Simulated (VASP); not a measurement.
An input for Quantum ESPRESSO's pw.x (written as the equivalent of a VASP run, and not itself run):

```
&CONTROL
  calculation = 'vc-relax'
  pseudo_dir = './pseudo'
  outdir = './out'
  tprnfor = .true.
  tstress = .true.
  nstep = 60
  forc_conv_thr = 0.00039
/
&SYSTEM
  ibrav = 0
  nat = 1
  ntyp = 1
  ecutwfc = 82
  occupations = 'smearing'
  smearing = 'methfessel-paxton'
  degauss = 0.00735
  input_dft = 'pbe'
  vdw_corr = 'grimme-d3'
  dftd3_version = 4
  dftd3_threebody = .false.
/
&ELECTRONS
  conv_thr = 7.3e-08
  electron_maxstep = 100
/
&IONS
/
&CELL
/
ATOMIC_SPECIES
  Ag 107.868 Ag.upf
CELL_PARAMETERS angstrom
     0.0000000    2.0450000    2.0450000
     2.0450000    0.0000000    2.0450000
     2.0450000    2.0450000    0.0000000
ATOMIC_POSITIONS crystal
  Ag   0.0000000  0.0000000  0.0000000
K_POINTS automatic
  14 14 14 0 0 0
```

Task: Write the VASP files for the same calculation (PBE-D3(BJ)).

Result: This is not unique; one that fits is 
### INCAR
```
SYSTEM = Ag
PREC = Accurate
ENCUT = 520
EDIFF = 1E-6
NELM = 100
ALGO = Normal
LREAL = .FALSE.
LASPH = .TRUE.
ISMEAR = 1
SIGMA = 0.1
GGA = PE
IVDW = 12
LMAXMIX = 4
LWAVE = .FALSE.
LCHARG = .FALSE.
IBRION = 2
ISIF = 3
NSW = 60
EDIFFG = -0.01
```

**KPOINTS**
```
Automatic mesh
0
Gamma
14 14 14
0 0 0
```

File POSCAR:
```
Ag
1
    0.0000000000     2.0450000000     2.0450000000
    2.0450000000     0.0000000000     2.0450000000
    2.0450000000     2.0450000000     0.0000000000
Ag
1
Direct
  0.0000000000   0.0000000000   0.0000000000
```

POTCAR, in this order: Ag (PBE.64 set). Program: vasp_std.

The two are equivalent in intent, not identical: the potentials are each code's own (VASP's PAW set, PseudoDojo norm-conserving files in pw.x), so ENCUT and ecutwfc are chosen apart and not converted; conv_thr bounds pw.x's estimated SCF error, while EDIFF bounds the energy change between steps; forc_conv_thr acts on force components and is met together with etot_conv_thr.

The compound is Ag in the fcc structure. This run relaxes it. Symmetry was kept, so distortions that lower it aren't found.
